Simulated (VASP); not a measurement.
Output of a VASP run:

**OUTCAR**
```
 ion  position               nearest neighbor table
   1  0.000  0.000  0.000-
  LATTYP: Found a body centered cubic cell.
 ALAT       =     3.2799806680
 Subroutine PRICEL returns:
 Original cell was already a primitive cell.
 Subroutine GETGRP returns: Found 48 space group operations
The static configuration has the point symmetry O_h .
The dynamic configuration has the point symmetry O_h .
 Subroutine INISYM returns: Found 48 space group operations
 Subroutine IBZKPT returns following result:
 Found    145 irreducible k-points:

 Following reciprocal coordinates:
            Coordinates               Weight
  0.000000  0.000000  0.000000      1.000000
  0.062500  0.000000  0.000000     12.000000
  0.125000  0.000000  0.000000     12.000000
  0.187500  0.000000  0.000000     12.000000
  0.250000  0.000000  0.000000     12.000000
  0.312500  0.000000  0.000000     12.000000
  0.375000  0.000000  0.000000     12.000000
  0.437500  0.000000  0.000000     12.000000
  0.500000  0.000000  0.000000      6.000000
  0.062500  0.062500  0.000000     24.000000
  0.125000  0.062500  0.000000     48.000000
  0.187500  0.062500  0.000000     48.000000
  0.250000  0.062500 -0.000000     48.000000
  0.312500  0.062500 -0.000000     48.000000
  0.375000  0.062500  0.000000     48.000000
  0.437500  0.062500  0.000000     48.000000
  0.125000  0.125000  0.000000     24.000000
  0.187500  0.125000 -0.000000     48.000000
  0.250000  0.125000  0.000000     48.000000
  0.312500  0.125000  0.000000     48.000000
  0.375000  0.125000  0.000000     48.000000
  0.437500  0.125000 -0.000000     24.000000
  0.187500  0.187500  0.000000     24.000000
  0.250000  0.187500  0.000000     48.000000
  0.312500  0.187500  0.000000     48.000000
  0.375000  0.187500  0.000000     48.000000
  0.250000  0.250000  0.000000     24.000000
  0.312500  0.250000 -0.000000     48.000000
  0.375000  0.250000 -0.000000     24.000000
  0.312500  0.312500  0.000000     24.000000
  0.062500  0.062500  0.062500      8.000000
  0.125000  0.062500  0.062500     24.000000
  0.187500  0.062500  0.062500     24.000000
  0.250000  0.062500  0.062500     24.000000
  0.312500  0.062500  0.062500     24.000000
  0.375000  0.062500  0.062500     24.000000
  0.437500  0.062500  0.062500     12.000000
 -0.062500  0.062500  0.062500      6.000000
  0.125000  0.125000  0.062500     24.000000
  0.187500  0.125000  0.062500     48.000000
   k-points           NKPTS =    145   k-points in BZ     NKDIM =    145   number of bands    NBANDS=      9
   number of dos      NEDOS =    301   number of ions     NIONS =      1
   total plane-waves  NPLWV =  13824
   dimension x,y,z NGX =    24 NGY =   24 NGZ =   24
   dimension x,y,z NGXF=    48 NGYF=   48 NGZF=   48
   ions per type =               1
   PREC   = accura    normal or accurate (medium, high low for compatibility)
   ISTART =      0    job   : 0-new  1-cont  2-samecut
   ICHARG =      2    charge: 1-file 2-atom 10-const
   ISPIN  =      1    spin polarized calculation?
   LNONCOLLINEAR =      F non collinear calculations
   LSORBIT =      F    spin-orbit coupling
   INIWAV =      1    electr: 0-lowe 1-rand  2-diag
   ENCUT  =  520.0 eV  38.22 Ry    6.18 a.u.   5.28  5.28  5.28*2*pi/ulx,y,z
   NELM   =    100;   NELMIN=  2; NELMDL= -5     # of ELM steps
   EDIFF  = 0.1E-06   stopping-criterion for ELM
   LREAL  =      F    real-space projection
   NLSPLINE    = F    spline interpolate recip. space projectors
   LMAXMIX     =    6 max onsite mixed and CHGCAR
   VOSKOWN=      0    Vosko Wilk Nusair interpolation
   EDIFFG = 0.1E-05   stopping-criterion for IOM
   NSW    =      0    number of steps for IOM
   NBLOCK =      1;   KBLOCK =      1    inner block; outer block
   IBRION =     -1    ionic relax: 0-MD 1-quasi-New 2-CG
   NFREE  =      0    steps in history (QN), initial steepest desc. (CG)
...
```

### OSZICAR
```
       N       E                     dE             d eps       ncg     rms          rms(c)
DAV:   1     0.455940107101E+02    0.45594E+02   -0.66052E+03  2618   0.117E+03
DAV:   2    -0.121431181409E+02   -0.57737E+02   -0.56676E+02  3275   0.248E+02
DAV:   3    -0.128093962188E+02   -0.66628E+00   -0.65504E+00  3063   0.264E+01
DAV:   4    -0.128139549084E+02   -0.45587E-02   -0.45570E-02  2958   0.179E+00
DAV:   5    -0.128139858442E+02   -0.30936E-04   -0.30935E-04  2849   0.131E-01    0.140E+01
DAV:   6    -0.124392051219E+02    0.37478E+00   -0.40579E-01  2709   0.770E+00    0.688E+00
DAV:   7    -0.123231662356E+02    0.11604E+00   -0.33349E-01  2744   0.657E+00    0.395E-01
DAV:   8    -0.123213175152E+02    0.18487E-02   -0.44844E-03  2811   0.864E-01    0.990E-02
DAV:   9    -0.123212902210E+02    0.27294E-04   -0.12432E-04  2821   0.145E-01    0.292E-02
DAV:  10    -0.123212891147E+02    0.11063E-05   -0.34008E-06  3032   0.264E-02    0.532E-03
DAV:  11    -0.123212890071E+02    0.10761E-06   -0.23733E-07  2759   0.662E-03    0.355E-04
DAV:  12    -0.123212890185E+02   -0.11439E-07   -0.20069E-09  1382   0.617E-04
   1 F= -.12321289E+02 E0= -.12321092E+02  d E =-.592519E-03
```

### OUTCAR
```
------------------------ aborting loop because EDIFF is reached ----------------------------------------
  FORCE on cell =-STRESS in cart. coord.  units (eV):
  Direction    XX          YY          ZZ          XY          YZ          ZX
  --------------------------------------------------------------------------------------
  Total       -0.0169701     -0.0169701     -0.0169701     -0.0000000      0.0000000      0.0000000
  in kB       -1.5410280     -1.5410280     -1.5410280     -0.0000000      0.0000000      0.0000000
  external PRESSURE =      -1.5410280 kB  Pullay stress =       0.0000000 kB
  volume of cell :       17.64
      direct lattice vectors                 reciprocal lattice vectors
    -1.639990334  1.639990334  1.639990334     0.000000000  0.304879846  0.304879846
     1.639990334 -1.639990334  1.639990334     0.304879846  0.000000000  0.304879846
     1.639990334  1.639990334 -1.639990334     0.304879846  0.304879846  0.000000000
 POSITION                                       TOTAL-FORCE (eV/Angst)
 -----------------------------------------------------------------------------------
      0.00000      0.00000      0.00000         0.000000     -0.000000      0.000000
 -----------------------------------------------------------------------------------
    total drift:                               -0.000000      0.000000     -0.000000
  FREE ENERGIE OF THE ION-ELECTRON SYSTEM (eV)
  ---------------------------------------------------
  free  energy   TOTEN  =       -12.3212890185 eV

  energy  without entropy=      -12.3206964997  energy(sigma->0) =      -12.32109151
```
(Selected blocks of OUTCAR.)

POSCAR:
```
Ta
1
   -1.6399903340     1.6399903340     1.6399903340
    1.6399903340    -1.6399903340     1.6399903340
    1.6399903340     1.6399903340    -1.6399903340
Ta
1
Direct
  0.0000000000   0.0000000000   0.0000000000
```

**Question.** Reconstruct the remaining input files.

**Answer.** Several could match; the one computed here: the input of the run itself, AM05 GGA, plane waves, VASP's PBE PAW potentials (set 64).

KPOINTS:
```
Regular mesh
0
Gamma
 16 16 16
0 0 0
```

**INCAR**
```
! general
SYSTEM =Ta
PREC   =Accurate
ENCUT  =520
LREAL  =F
LASPH  =T

! electronic loop
EDIFF  =1E-7
NELM   =100
ALGO   =Normal
LMAXMIX=6

! smearing
ISMEAR =1
SIGMA  =0.1

! functional
GGA    =AM

! ions
ISIF   =2

! output
LWAVE  =F
LCHARG =F
```

POTCAR, in this order: Ta_pv (PBE.64 set). Program: vasp_std.

The compound is Ta in the bcc structure. It was relaxed first.
